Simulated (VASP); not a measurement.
# Si2Sb2Te (P-3m1) in VASP: relaxation of cell and atoms with PBE

Aim: the relaxation of cell and atoms of Si2Sb2Te with PBE.

All numbers are computed with VASP 6.6.1; they aren't measurements. Logs are shortened: lines on timing, memory, paths and dates and some standing lists are left out, and cuts for length are marked.

**1. Starting point**

It takes space group P-3m1 (No. 164, trigonal). The conventional cell has a = 3.900 Å, b = 3.900 Å, c = 10.050 Å, α = 90.00°, β = 90.00°, γ = 120.00°. Around Si (site symmetry 3m) lie 3 Si at 2.37 Å and 1 Sb at 2.60 Å. Sb (site symmetry 3m) has 1 Si at 2.60 Å as nearest neighbours. Te (site symmetry -3m) is surrounded by 6 Sb at 3.05 Å.

The cell was built by a generator and needn't be a form met in nature.

**2. Relaxation of cell and atoms, PBE**

INCAR

```
SYSTEM = Si2Sb2Te
PREC = Normal ; ENCUT = 520
EDIFF = 1E-4 ; ISMEAR = 0
SIGMA = 0.15 ; LREAL = .False.
LASPH = .True. ; NELM = 60
ALGO = Fast ; ISIF = 3
LWAVE = .False. ; LCHARG = .False.
GGA = PE ; IBRION = 2
NSW = 24 ; EDIFFG = -0.08
```

KPOINTS

```
Automatic mesh
0
Gamma
  4 4 2
  0 0 0
```

POSCAR

```
Si2Sb2Te
1.0
    3.9000000000      0.0000000000      0.0000000000
   -1.9500000000      3.3774990700      0.0000000000
    0.0000000000      0.0000000000     10.0500000000
Si Sb Te
2 2 1
Direct
    0.3333333300      0.6666666700      0.4630000000
    0.6666666700      0.3333333300      0.5370000000
    0.3333333300      0.6666666700      0.2040000000
    0.6666666700      0.3333333300      0.7960000000
    0.0000000000      0.0000000000      0.0000000000
```

Potentials or basis: VASP PAW PBE potentials, release 64 (Si, Sb, Te).

Started as:

```
cat potpaw_PBE.64/Si/POTCAR potpaw_PBE.64/Sb/POTCAR potpaw_PBE.64/Te/POTCAR > POTCAR
mpirun -np 1 vasp_std > vasp.out
```

OUTCAR:

```text
SYSTEM = Si2Sb2Te
   PREC = Normal
   ENCUT = 520
   EDIFF = 1E-4
   ISMEAR = 0
   LREAL = .False.
   LASPH = .True.
   NELM = 60
   ISIF = 3
   GGA = PE
   IBRION = 2
   NSW = 24
   EDIFFG = -0.08

 ion  position               nearest neighbor table
   1  0.333  0.667  0.463-   2 2.37   2 2.37   2 2.37   3 2.60
   2  0.667  0.333  0.537-   1 2.37   1 2.37   1 2.37   4 2.60
   3  0.333  0.667  0.204-   1 2.60   5 3.05   5 3.05   5 3.05
   4  0.667  0.333  0.796-   2 2.60   5 3.05   5 3.05   5 3.05
   5  0.000  0.000  0.000-   3 3.05   4 3.05   3 3.05   4 3.05   4 3.05   3 3.05

  LATTYP: Found a hexagonal cell.
 ALAT       =     3.9000000000
 C/A-ratio  =     2.5769230769

  Lattice vectors:

 A1 = (   3.9000000000,   0.0000000000,   0.0000000000)
 A2 = (  -1.9500000000,   3.3774990700,   0.0000000000)
 A3 = (   0.0000000000,   0.0000000000,  10.0500000000)

Analysis of symmetry for initial positions (statically):
=====================================================================
 Subroutine PRICEL returns:
 Original cell was already a primitive cell.

 Routine SETGRP: Setting up the symmetry group for a
 hexagonal supercell.

 Subroutine GETGRP returns: Found 12 space group operations
 (whereof 12 operations were pure point group operations)
 out of a pool of 24 trial point group operations.

The static configuration has the point symmetry D_3d.

Analysis of symmetry for dynamics (positions and initial velocities):
=====================================================================
 Subroutine PRICEL returns:
 Original cell was already a primitive cell.

 Routine SETGRP: Setting up the symmetry group for a
 hexagonal supercell.

 Subroutine GETGRP returns: Found 12 space group operations
 (whereof 12 operations were pure point group operations)
 out of a pool of 24 trial point group operations.

The dynamic configuration has the point symmetry D_3d.

 Subroutine INISYM returns: Found 12 space group operations
 (whereof 12 operations are pure point group operations),
 and found     1 'primitive' translations

----------------------------------------------------------------------------------------

                                     Primitive cell

  volume of cell :     132.3811

  direct lattice vectors                    reciprocal lattice vectors
     3.900000000  0.000000000  0.000000000     0.256410256  0.148038531  0.000000000
    -1.950000000  3.377499070  0.000000000     0.000000000  0.296077062  0.000000000
     0.000000000  0.000000000 10.050000000     0.000000000  0.000000000  0.099502488

  length of vectors
     3.900000000  3.899999996 10.050000000     0.296077061  0.296077062  0.099502488

  position of ions in fractional coordinates (direct lattice)
     0.333333330  0.666666670  0.463000000
     0.666666670  0.333333330  0.537000000
     0.333333330  0.666666670  0.204000000
     0.666666670  0.333333330  0.796000000
     0.000000000  0.000000000  0.000000000

  ion indices of the primitive-cell ions
   primitive index   ion index
                 1           1
                 2           2
                 3           3
                 4           4
                 5           5

----------------------------------------------------------------------------------------

 KPOINTS: Automatic mesh

Automatic generation of k-mesh.
 Grid dimensions read from file:
 generate k-points for:    4    4    2

 Generating k-lattice:

  Cartesian coordinates                     Fractional coordinates (reciprocal lattice)
     0.064102564  0.037009633  0.000000000     0.250000000  0.000000000  0.000000000
     0.000000000  0.074019265  0.000000000     0.000000000  0.250000000  0.000000000
     0.000000000  0.000000000  0.049751244     0.000000000  0.000000000  0.500000000

  Length of vectors
     0.074019265  0.074019265  0.049751244

  Shift w.r.t. Gamma in fractional coordinates (k-lattice)
     0.000000000  0.000000000  0.000000000

 Subroutine IBZKPT returns following result:
 ===========================================

 Found      8 irreducible k-points:

 Following reciprocal coordinates:
            Coordinates               Weight
  0.000000  0.000000  0.000000      1.000000
  0.250000 -0.000000  0.000000      6.000000
  0.500000 -0.000000  0.000000      3.000000
  0.250000  0.250000  0.000000      6.000000
  0.000000  0.000000  0.500000      1.000000
  0.250000 -0.000000  0.500000      6.000000
  0.500000 -0.000000  0.500000      3.000000
  0.250000  0.250000  0.500000      6.000000
   k-points           NKPTS =      8   k-points in BZ     NKDIM =      8   number of bands    NBANDS=     16
   number of dos      NEDOS =    301   number of ions     NIONS =      5
   total plane-waves  NPLWV =  32256
   dimension x,y,z NGX =    24 NGY =   24 NGZ =   56
   dimension x,y,z NGXF=    48 NGYF=   48 NGZF=  112
   ions per type =               2   2   1
   NGX,Y,Z   is equivalent  to a cutoff of  10.23, 10.23,  9.26 a.u.
   NGXF,Y,Z  is equivalent  to a cutoff of  20.46, 20.46, 18.53 a.u.
 SYSTEM =  Si2Sb2Te
   PREC   = normal    normal or accurate (medium, high low for compatibility)
   ISTART =      0    job   : 0-new  1-cont  2-samecut
   ICHARG =      2    charge: 1-file 2-atom 10-const
   ISPIN  =      1    spin polarized calculation?
   LNONCOLLINEAR =      F non collinear calculations
   LSORBIT =      F    spin-orbit coupling
   LASPH  =      T    aspherical Exc in radial PAW
   ENCUT  =  520.0 eV  38.22 Ry    6.18 a.u.   7.25  7.25 18.69*2*pi/ulx,y,z
   NELM   =     60;   NELMIN=  2; NELMDL= -5     # of ELM steps
   EDIFF  = 0.1E-03   stopping-criterion for ELM
   LREAL  =      F    real-space projection
   EDIFFG = -.8E-01   stopping-criterion for IOM
   NSW    =     24    number of steps for IOM
   IBRION =      2    ionic relax: 0-MD 1-quasi-New 2-CG
   NFREE  =      1    steps in history (QN), initial steepest desc. (CG)
   ISIF   =      3    stress and relaxation
   ISYM   =      2    0-nonsym 1-usesym 2-fastsym
   POTIM  = 0.5000    time-step for ionic-motion
   TEBEG  =    0.0;   TEEND  =   0.0 temperature during run
   PSTRESS=    0.0 pullay stress
   NELECT =      24.0000    total number of electrons
   NUPDOWN=      -1.0000    fix difference up-down
   EMIN   =  10.00;   EMAX   =-10.00  energy-range for DOS
   EFERMI =   0.00;   METHOD = LEGACY
   ISMEAR =     0;   SIGMA  =   0.15  broadening in eV -4-tet -1-fermi 0-gaus
   EFERMI_NEDOS =   21; number of points for ismear=-14 and -15
   IALGO  =     68    algorithm
   IMIX   =      4    mixing-type and parameters
     AMIX     =   0.40;   BMIX     =  1.00
     AMIX_MAG =   1.60;   BMIX_MAG =  1.00
  volume/ion in A,a.u.               =      26.48       178.67
  Fermi-wavevector in a.u.,A,eV,Ry     =   0.926552  1.750930 11.680590  0.858499
  Thomas-Fermi vector in A             =   2.052527
   LORBIT       =      0    0 simple, 1 ext, 2 COOP (PROOUT), +10 PAW based schemes
   GGA     = PE    functional components
   LHFCALC =     F    Hartree Fock is set to
   AEXX    =    0.0000 exact exchange contribution
   IVDW    =     0    specifies the selected vdW correction
   LEPSILON=     F    determine dielectric tensor
   LRPA    =     F    only Hartree local field effects (RPA)
 conjugate gradient relaxation of ions
 non-spin polarized calculation
 RMM-DIIS sequential band-by-band and
 Gauss-broadening in eV      SIGMA  =   0.15
  energy-cutoff  :      520.00
  volume of cell :      132.38
 maximum number of plane-waves:      3578
   NGX = 15   NGY = 15   NGZ = 37

--------------------------------------- Ionic step        1  -------------------------------------------

 number of electron      23.9999999 magnetization

 Free energy of the ion-electron system (eV)
  ---------------------------------------------------
  ext. energy  EPLUGINS =         0.00000000
  ---------------------------------------------------
  free energy    TOTEN  =       -20.68939814 eV

  energy without entropy =      -20.68031609  energy(sigma->0) =      -20.68485712

------------------------ aborting loop because EDIFF is reached ----------------------------------------

  FORCE on cell =-STRESS in cart. coord.  units (eV):
  Direction    XX          YY          ZZ          XY          YZ          ZX
  --------------------------------------------------------------------------------------
  -------------------------------------------------------------------------------------
  Total        1.6562752      1.6562752      5.2477152      0.0000000      0.0000000      0.0000000
  in kB       20.0455131     20.0455130     63.5118751      0.0000000      0.0000000      0.0000000
  external PRESSURE =      34.5343004 kB  Pullay stress =       0.0000000 kB
[... 180 lines left out ...]
  energy  without entropy=      -20.7825540297  energy(sigma->0) =      -20.79354625

--------------------------------------- Ionic step        6  -------------------------------------------

 number of electron      24.0000006 magnetization

 Free energy of the ion-electron system (eV)
  ---------------------------------------------------
  ext. energy  EPLUGINS =         0.00000000
  ---------------------------------------------------
  free energy    TOTEN  =       -20.80564699 eV

  energy without entropy =      -20.78321317  energy(sigma->0) =      -20.79443008

 E-fermi :   6.3548     XC(G=0):  -9.3167

 val. band max:        6.3195208018   @ k =   0.5000  -0.0000   0.0000
 cond. band min:       6.4736797652   @ k =   0.2500   0.2500   0.5000
 fundamental gap:      0.1541589634
 Fermi energy:         6.3547763369

 k-point     1 :       0.0000    0.0000    0.0000
  band No.  band energies     occupation
      1      -6.8451      2.00000
      2      -5.0650      2.00000
      3      -4.2830      2.00000
      4      -1.7974      2.00000
      5       0.7525      2.00000
      6       4.9887      2.00000
[... 8 lines left out ...]
     15       8.1030      0.00000
     16       8.1030      0.00000
[... 163 lines left out ...]
  FREE ENERGIE OF THE ION-ELECTRON SYSTEM (eV)
  ---------------------------------------------------
  free  energy   TOTEN  =       -20.8056469865 eV

  energy  without entropy=      -20.7832131733  energy(sigma->0) =      -20.79443008

 reached required accuracy - stopping structural energy minimisation
```

Run time: 26 s. Hardware: 1 thread of Intel Xeon Platinum 8488C (Sapphire Rapids), shared host; peak memory 0.19 GiB.

What came out:

| Item | Value |
| --- | --- |
| Free energy | -20.8056 eV |
| Relaxed volume | 27.68 Å³/atom |
| Relaxed cell | a = 3.915 Å, b = 3.915 Å, c = 10.425 Å, α = 90.00°, β = 90.00°, γ = 120.00° |
| Space group after relaxing (to 0.05 Å) | P-3m1 (No. 164) |
| Energy gained by relaxing | 23.2 meV/atom |
| Ionic steps | 6 |
| Pressure after relaxing | 0.0 GPa |
| Largest force after relaxing | 0.009 eV/Å |
| Band gap on the k mesh | none (metal or under the smearing width) |

Forces in eV/Å, atoms in the order of the input:
```
Si   0.000  0.000 -0.009
Si   0.000  0.000  0.009
Sb   0.000  0.000  0.007
Sb   0.000  0.000 -0.007
Te   0.000  0.000  0.000
```

Stress tensor (GPa, compression positive):
```
 0.06  0.00  0.00
 0.00  0.06  0.00
 0.00  0.00 -0.07
```

The path:
| step | energy change (eV) | largest force (eV/Å) | pressure (GPa) | volume (Å³) |
| --- | --- | --- | --- | --- |
| 1 | 0.0000 | 0.4211 | 3.45 | 132.38 |
| 2 | -0.0796 | 0.1471 | -1.87 | 143.56 |
| 3 | -0.1058 | 0.1923 | -0.29 | 139.59 |
| 4 | -0.1118 | 0.1481 | -0.13 | 138.94 |
| 5 | -0.1151 | 0.0899 | 0.15 | 137.97 |
| 6 | -0.1162 | 0.0095 | 0.02 | 138.41 |

Final structure:
```cif
data_structure
_symmetry_space_group_name_H-M 'P 1'
_symmetry_Int_Tables_number 1
_cell_length_a 3.9155
_cell_length_b 3.9155
_cell_length_c 10.4249
_cell_angle_alpha 90.000
_cell_angle_beta 90.000
_cell_angle_gamma 120.000
_cell_volume 138.41
loop_
_atom_site_label
_atom_site_type_symbol
_atom_site_fract_x
_atom_site_fract_y
_atom_site_fract_z
_atom_site_occupancy
Si1 Si 0.33333 0.66667 0.46585 1
Si2 Si 0.66667 0.33333 0.53415 1
Sb1 Sb 0.33333 0.66667 0.20770 1
Sb2 Sb 0.66667 0.33333 0.79230 1
Te1 Te 0.00000 0.00000 0.00000 1
```

Caveat: the k mesh is coarse (spacing up to 0.47 Å⁻¹), so the values aren't converged; the relaxation stopped at a loose force limit of 0.08 eV/Å, so its end isn't a converged minimum. The run has no spin-orbit coupling, so splittings on Sb, Te are missing.
